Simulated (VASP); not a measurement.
Input:

```xyz
2
Lattice="2.8185 0.0000 0.0000 0.0000 2.8185 0.0000 0.0000 0.0000 2.8185" Properties=species:S:1:pos:R:3 pbc="T T T"
Al     1.4093     1.4093     1.4093
Fe     0.0000     0.0000     0.0000
```

All values below come from TPSS meta-GGA, VASP's PBE PAW potentials (set 64) (plane waves; VASP 6.6.1). Run with 520 eV cut-off, 13×13×13 Γ-centred mesh, first-order Methfessel-Paxton smearing of 0.10 eV, potentials Al Fe.

### Question
Give the stress tensor in GPa (positive for a compressed cell).

### Answer

```
6.57  0.00  0.00
0.00  6.57  0.00
0.00  0.00  6.57
```
The pressure is its mean diagonal, 6.57 GPa.

The compound is FeAl in the CsCl type structure. This cell is one point of a volume scan, at 0.97 of the reference volume. The run is not spin-polarised, so no magnetic state was tried. The electron count is odd and the run is not spin-polarised, which forces a metal.
